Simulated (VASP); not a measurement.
Consider the following.

```
BaF2
1.0
    0.00000     3.10888     3.10888
    3.10888     0.00000     3.10888
    3.10888     3.10888     0.00000
Ba F
1 2
Cartesian
  0.00000   0.00000   0.00000
  1.55444   1.55444   1.55444
  4.66332   4.66332   4.66332
```

Level of theory: AM05 GGA, VASP's PBE PAW potentials (set 64) (plane waves; VASP 6.6.1). Settings: 520 eV cut-off, 7×7×7 Γ-centred mesh, tetrahedra with Blöchl corrections, potentials Ba_sv F.

### Question
What does the run give for the energy per atom (σ→0)?

### Answer

* **energy per atom (σ→0)**: -5.713 eV/atom

Total energies compare only between runs with the same potentials, cut-off and functional.

The compound is BaF2 in the fluorite structure. It was relaxed first.
